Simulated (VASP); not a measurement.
Crystal: BaTiO3.

```
Ba Ti O
1.0
     4.00600    0.00000    0.00000
     0.00000    4.00600    0.00000
     0.00000    0.00000    4.00600
Ba Ti O
1 1 3
Direct
  0.50000 0.50000 0.50000
  0.00000 0.00000 0.00000
  0.50000 0.00000 0.00000
  0.00000 0.50000 0.00000
  0.00000 0.00000 0.50000
```

| Property | Result |
| --- | --- |
| Program | VASP 6.6.1 |
| Task | relaxation of cell and atoms |
| Functional | PBE |
| Potentials or basis | VASP PAW PBE potentials, release 64 (Ba_sv, Ti_sv, O) |
| Cutoff | 600 eV |
| k mesh | 8 × 8 × 8 |
| Occupations | gaussian, width 0.03 eV |
| Spin | no spin polarisation |

At the start: pressure 3.3 GPa; volume 12.86 Å³/atom.

**Question.** Where does the relaxation end?

**Answer.** Over 3 steps the energy falls by 2.5 meV/atom and the volume is 13.11 Å³/atom (+2.0 %); space group Pm-3m (No. 221, to 0.05 Å).

Step by step:
| step | energy change (eV) | largest force (eV/Å) | pressure (GPa) | volume (Å³) |
| --- | --- | --- | --- | --- |
| 1 | 0.0000 | 0.0000 | 3.27 | 64.29 |
| 2 | -0.0016 | 0.0000 | -2.84 | 66.76 |
| 3 | -0.0125 | 0.0000 | 0.00 | 65.55 |

Final structure:
```
Ba Ti O
1.0
     4.03195    0.00000    0.00000
     0.00000    4.03195    0.00000
     0.00000    0.00000    4.03195
Ba Ti O
1 1 3
Direct
  0.50000 0.50000 0.50000
  0.00000 0.00000 0.00000
  0.50000 0.00000 0.00000
  0.00000 0.50000 0.00000
  0.00000 0.00000 0.50000
```
